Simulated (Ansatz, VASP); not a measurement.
LiCaF3: VASP beside Ansatz

The input INCAR:

```
PREC = Accurate
ENCUT = 520
EDIFF = 1E-7
ISMEAR = 0
SIGMA = 0.05
LREAL = F
LASPH = T
NELM = 80
ALGO = Normal
ISIF = 2
LWAVE = F
LCHARG = F
GGA = PE
NBANDS = 25
```

File KPOINTS:

```
regular mesh
0
Gamma
  6 6 6
```

File POSCAR:

```
LiCaF3
1.0
    4.1136725628      0.0000000000      0.0000000000
    0.0000000000      3.4088154372      0.0000000000
    0.0000000000      0.0000000000      3.7612440000
Li Ca F
1 1 3
Direct
    0.5000000000      0.5000000000      0.5000000000
    0.0000000000      0.0000000000      0.0000000000
    0.0000000000      0.5000000000      0.5000000000
    0.5000000000      0.5000000000      0.0000000000
    0.5000000000      0.0000000000      0.5000000000
```

Input for Ansatz:

```yaml
crystal:
  lattice:
    - [4.1136725628, 0.0, 0.0]
    - [0.0, 3.4088154372, 0.0]
    - [0.0, 0.0, 3.761244]
  atoms:
    - { symbol: Li, position: [0.5, 0.5, 0.5] }
    - { symbol: Ca, position: [0.0, 0.0, 0.0] }
    - { symbol: F, position: [0.0, 0.5, 0.5] }
    - { symbol: F, position: [0.5, 0.5, 0.0] }
    - { symbol: F, position: [0.5, 0.0, 0.5] }
basis:
  ecutwfc: 420
kpoints:
  mp_grid: { grid: [6, 6, 6] }
hamiltonian:
  xc: pbe
scf:
  occupations: { method: gaussian, width: 0.05 }
output:
  forces: true
  stress: true
  eigenvalues: true
```

Change from the starting cell: strain +0.0937 x Voigt [1, -1, 0, 0, 0, 0], atoms carried along.

Alike in both runs: task single point; functional PBE; k mesh 6 × 6 × 6; occupations gaussian, width 0.05 eV; no spin polarisation.

|  | VASP | Ansatz |
| --- | --- | --- |
| version | VASP 6.6.1 | Ansatz 0.2.0 |
| potentials or method | VASP PAW PBE potentials, release 64 (Li_sv, Ca_sv, F) | scalar-relativistic, plane waves, PAW |
| plane-wave cutoff (eV) | 520 | 420 |
| valence electrons in the cell | 34 | 34 |

VASP gave:

* gap on the k mesh at the Fermi level (eV): 4.93
* least direct gap on the mesh (eV): 5.20

Problem. Which values does Ansatz return?

Solution. gap on the k mesh at the Fermi level (eV): 4.94; least direct gap on the mesh (eV): 5.21.

The functional is the same, so the differences come from potentials, cutoffs and numerics.

 A k mesh can miss the band edges.
